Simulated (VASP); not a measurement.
CuF:

```
CELL_PARAMETERS angstrom
2.47101 0.00000 0.00000
0.00000 2.47101 0.00000
0.00000 0.00000 3.41650
ATOMIC_POSITIONS crystal
Cu 0.00000 0.00000 0.00000
F 0.50000 0.50000 0.50000
```

The cell was built by a generator and needn't be a form met in nature.

```yaml
Program: VASP 6.6.1
Task: relaxation of cell and atoms
Functional: r2SCAN
Potentials_or_basis: VASP PAW PBE potentials, release 64 (Cu, F)
Cutoff: 600 eV
k_mesh: 11 × 11 × 8
Occupations: gaussian, width 0.05 eV
Spin: no spin polarisation
```

At the start: pressure -2.2 GPa; volume 10.43 Å³/atom.

Where does the relaxation end?

Over 11 steps the energy falls by 129.3 meV/atom and the volume is 10.27 Å³/atom (-1.6 %); space group Pm-3m (No. 221, to 0.05 Å).

Step by step:
```csv
step,energy change (eV),largest force (eV/Å),pressure (GPa),volume (Å³)
1,0.0000,0.0000,-2.15,20.86
2,-0.1464,0.0000,0.42,20.39
3,-0.2080,0.0000,3.82,19.91
4,-0.1901,0.0000,13.45,18.74
5,-0.2391,0.0000,1.75,20.20
6,-0.2407,0.0000,3.34,19.98
7,-0.2522,0.0000,1.68,20.22
8,-0.2581,0.0000,-0.11,20.53
9,-0.2584,0.0000,-0.53,20.61
10,-0.2584,0.0000,-0.61,20.62
11,-0.2587,0.0000,-0.06,20.53
```

Final structure:
```
Cu F
1.0
     2.73303    0.00000    0.00000
     0.00000    2.73303    0.00000
     0.00000    0.00000    2.74887
Cu F
1 1
Direct
  0.00000 0.00000 0.00000
  0.50000 0.50000 0.50000
```

Caveat: the PAW data sets were made with another functional, which shifts forces and pressure a little; the run has no spin polarisation, though such a crystal can be magnetic.
